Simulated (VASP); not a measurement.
VASP ran on this input.

INCAR:
```
! general
SYSTEM   =  AlP
PREC     =  Accurate
ENCUT    =  500
LREAL    =  .FALSE.
LASPH    =  .TRUE.

! electronic loop
EDIFF    =  1E-6   ! SCF stop (eV)
NELM     =  100   ! most electronic steps
ALGO     =  Normal

! smearing
ISMEAR   =  0   ! Gaussian
SIGMA    =  0.05

! functional
GGA      =  PS   ! PBEsol

! ions
IBRION   =  2
NSW      =  40
ISIF     =  3   ! ions, shape and volume
EDIFFG   =  -0.02
PSTRESS  =  50   ! kbar

! output
LWAVE    =  .FALSE.
LCHARG   =  .FALSE.
```

**POSCAR**
```
AlP
1
    3.7975957954    -0.0000000000     0.0000000000
   -1.8987978978     3.2888139679     0.0000000000
   -0.0000000000    -0.0000000000     6.2269521921
Al P
2 2
Direct
  0.3333330000   0.6666670000   0.9999243144
  0.6666670000   0.3333330000   0.4999243144
  0.3333330000   0.6666670000   0.3750756856
  0.6666670000   0.3333330000   0.8750756856
```

**KPOINTS**
```
Automatic mesh
0
Gamma
7 7 4
0 0 0
```

POTCAR, in this order: Al P (PBE.64 set). Program: vasp_std.

### Question
Write an equivalent input for Quantum ESPRESSO's pw.x.

### Answer
One equivalent input (not run):
```
&CONTROL
  calculation = 'vc-relax'
  pseudo_dir = './pseudo'
  outdir = './out'
  tprnfor = .true.
  tstress = .true.
  nstep = 40
  forc_conv_thr = 0.00078
/
&SYSTEM
  ibrav = 0
  nat = 4
  ntyp = 2
  ecutwfc = 44
  occupations = 'smearing'
  smearing = 'gaussian'
  degauss = 0.003675
  input_dft = 'pbesol'
/
&ELECTRONS
  conv_thr = 7.3e-08
  electron_maxstep = 100
/
&IONS
/
&CELL
  press = 50
/
ATOMIC_SPECIES
  Al 26.982 Al.upf
  P 30.974 P.upf
CELL_PARAMETERS angstrom
     3.7975958   -0.0000000    0.0000000
    -1.8987979    3.2888140    0.0000000
    -0.0000000   -0.0000000    6.2269522
ATOMIC_POSITIONS crystal
  Al   0.3333330  0.6666670  0.9999243
  Al   0.6666670  0.3333330  0.4999243
  P    0.3333330  0.6666670  0.3750757
  P    0.6666670  0.3333330  0.8750757
K_POINTS automatic
  7 7 4 0 0 0
```
Limits of the translation: the potentials are each code's own (VASP's PAW set, PseudoDojo norm-conserving files in pw.x), so ENCUT and ecutwfc are chosen apart and not converted; conv_thr bounds pw.x's estimated SCF error, while EDIFF bounds the energy change between steps; forc_conv_thr acts on force components and is met together with etot_conv_thr.

The structure was generated: AlP was put into the wurtzite type (P6_3mc), which need not be its known phase. It was relaxed first under an external pressure of 5 GPa.
